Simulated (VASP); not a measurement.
Computed with LDA (Ceperley-Alder, Perdew-Zunger), VASP's LDA PAW potentials (set 64) (plane waves; VASP).

Input for VASP

### INCAR
```
ALGO=Normal
EDIFF=1E-6
EDIFFG=-0.01
ENCUT=400
IBRION=2
ISIF=3
ISMEAR=1
LASPH=.TRUE.
LCHARG=.FALSE.
LMAXMIX=4
LREAL=.FALSE.
LWAVE=.FALSE.
NELM=100
NSW=60
PREC=Accurate
SIGMA=0.1
SYSTEM=CoAl
```

**KPOINTS**
```
Automatic
0
gamma
11 11 11
```

**POSCAR**
```
CoAl
1
    2.8600000000     0.0000000000     0.0000000000
    0.0000000000     2.8600000000     0.0000000000
    0.0000000000     0.0000000000     2.8600000000
Al Co
1 1
Direct
  0.5000000000   0.5000000000   0.5000000000
  0.0000000000   0.0000000000   0.0000000000
```

POTCAR, in this order: Al Co (LDA.64 set). Program: vasp_std.

The resulting files:

File OSZICAR:
```
       N       E                     dE             d eps       ncg     rms          rms(c)
DAV:   1     0.287158607758E+02    0.28716E+02   -0.45848E+03  1152   0.102E+03
DAV:   2    -0.141825561240E+02   -0.42898E+02   -0.40327E+02  1130   0.174E+02
DAV:   3    -0.152597489494E+02   -0.10772E+01   -0.10690E+01  1322   0.364E+01
DAV:   4    -0.152768283334E+02   -0.17079E-01   -0.17073E-01  1378   0.414E+00
DAV:   5    -0.152772770958E+02   -0.44876E-03   -0.44875E-03  1300   0.651E-01    0.123E+01
DAV:   6    -0.180942547903E+02   -0.28170E+01   -0.71568E+01  1286   0.127E+02    0.181E+01
DAV:   7    -0.136713779761E+02    0.44229E+01   -0.31984E+01  1236   0.814E+01    0.187E+00
DAV:   8    -0.136610559135E+02    0.10322E-01   -0.23432E-01  1166   0.400E+00    0.121E+00
DAV:   9    -0.136454071444E+02    0.15649E-01   -0.42844E-02  1348   0.282E+00    0.329E-01
DAV:  10    -0.136448042721E+02    0.60287E-03   -0.15186E-03  1354   0.555E-01    0.137E-01
DAV:  11    -0.136447886887E+02    0.15583E-04   -0.68262E-05  1672   0.995E-02    0.364E-02
DAV:  12    -0.136447806528E+02    0.80359E-05   -0.38273E-05  1354   0.901E-02    0.529E-03
DAV:  13    -0.136447805629E+02    0.89889E-07   -0.57697E-07   606   0.687E-03
   1 F= -.13644781E+02 E0= -.13644706E+02  d E =-.136448E+02
       N       E                     dE             d eps       ncg     rms          rms(c)
DAV:   1    -0.170363636857E+02   -0.33916E+01   -0.47883E+01  1222   0.121E+02    0.173E+01
DAV:   2    -0.199918276963E+02   -0.29555E+01   -0.11159E+02  1262   0.170E+02    0.201E+01
DAV:   3    -0.137137479895E+02    0.62781E+01   -0.45968E+01  1236   0.105E+02    0.389E+00
DAV:   4    -0.136903873110E+02    0.23361E-01   -0.40897E-01  1164   0.565E+00    0.281E+00
DAV:   5    -0.136471264575E+02    0.43261E-01   -0.12282E-01  1432   0.459E+00    0.969E-01
DAV:   6    -0.136453350665E+02    0.17914E-02   -0.51404E-03  1244   0.106E+00    0.239E-01
DAV:   7    -0.136453581330E+02   -0.23067E-04   -0.10069E-04  1440   0.148E-01    0.110E-01
DAV:   8    -0.136453186653E+02    0.39468E-04   -0.26635E-04  1328   0.238E-01    0.120E-02
DAV:   9    -0.136453187992E+02   -0.13387E-06   -0.26077E-06  1080   0.173E-02
   2 F= -.13645319E+02 E0= -.13644925E+02  d E =-.538236E-03
       N       E                     dE             d eps       ncg     rms          rms(c)
DAV:   1    -0.145337407399E+02   -0.88842E+00   -0.12420E+01  1198   0.649E+01    0.793E+00
DAV:   2    -0.155698622185E+02   -0.10361E+01   -0.32487E+01  1330   0.859E+01    0.109E+01
DAV:   3    -0.137342530638E+02    0.18356E+01   -0.12209E+01  1296   0.559E+01    0.164E+00
DAV:   4    -0.137211109198E+02    0.13142E-01   -0.58382E-02  1140   0.284E+00    0.103E+00
DAV:   5    -0.137102989573E+02    0.10812E-01   -0.21692E-02  1670   0.163E+00    0.148E-01
DAV:   6    -0.137103079630E+02   -0.90057E-05   -0.23580E-04  1158   0.180E-01    0.645E-02
DAV:   7    -0.137103113880E+02   -0.34250E-05   -0.71737E-06  1404   0.318E-02    0.738E-03
DAV:   8    -0.137103109448E+02    0.44315E-06   -0.14203E-06   594   0.164E-02
   3 F= -.13710311E+02 E0= -.13710037E+02  d E =-.655304E-01
       N       E                     dE             d eps       ncg     rms          rms(c)
DAV:   1    -0.137107014344E+02   -0.39005E-03   -0.53908E-03  1206   0.132E+00    0.179E-01
DAV:   2    -0.137113745512E+02   -0.67312E-03   -0.16295E-02  1270   0.195E+00    0.262E-01
DAV:   3    -0.137103230322E+02    0.10515E-02   -0.72778E-03  1268   0.132E+00    0.278E-02
DAV:   4    -0.137103127497E+02    0.10283E-04   -0.34550E-05  1136   0.623E-02    0.556E-03
DAV:   5    -0.137103124568E+02    0.29297E-06   -0.16861E-06   624   0.180E-02
   4 F= -.13710312E+02 E0= -.13710034E+02  d E =-.655319E-01
```

File OUTCAR:
```
------------------------ aborting loop because EDIFF is reached ----------------------------------------
  FORCE on cell =-STRESS in cart. coord.  units (eV):
  Direction    XX          YY          ZZ          XY          YZ          ZX
  --------------------------------------------------------------------------------------
  Total        0.0192746      0.0192746      0.0192746     -0.0000000     -0.0000000      0.0000000
  in kB        1.4161828      1.4161828      1.4161828     -0.0000000     -0.0000000      0.0000000
  external PRESSURE =       1.4161828 kB  Pullay stress =       0.0000000 kB
  volume of cell :       21.81
      direct lattice vectors                 reciprocal lattice vectors
     2.793780836  0.000000000 -0.000000000     0.357937884 -0.000000000 -0.000000000
     0.000000000  2.793780836  0.000000000    -0.000000000  0.357937884  0.000000000
     0.000000000 -0.000000000  2.793780836     0.000000000 -0.000000000  0.357937884
 POSITION                                       TOTAL-FORCE (eV/Angst)
 -----------------------------------------------------------------------------------
      1.39689      1.39689      1.39689         0.000000     -0.000000      0.000000
      0.00000      0.00000      0.00000        -0.000000      0.000000      0.000000
 -----------------------------------------------------------------------------------
    total drift:                               -0.000000      0.000000     -0.000000
  FREE ENERGIE OF THE ION-ELECTRON SYSTEM (eV)
  ---------------------------------------------------
  free  energy   TOTEN  =       -13.7103124568 eV

  energy  without entropy=      -13.7094780018  energy(sigma->0) =      -13.71003431

 reached required accuracy - stopping structural energy minimisation
```
(Selected blocks of OUTCAR.)

**CONTCAR**
```
CoAl
   1.00000000000000
     2.7937808356281222    0.0000000000000000   -0.0000000000000000
     0.0000000000000000    2.7937808356281222    0.0000000000000000
     0.0000000000000000   -0.0000000000000000    2.7937808356281222
  Al              Co
     1     1
Direct
     0.5000000000000000    0.5000000000000000    0.5000000000000000
     0.0000000000000000    0.0000000000000000    0.0000000000000000
```

Energy and stress use the plane-wave basis of the starting cell.

The compound is CoAl in the CsCl type structure. This run relaxes it. Symmetry was kept, so distortions that lower it aren't found. The run is not spin-polarised, so no magnetic state was tried.
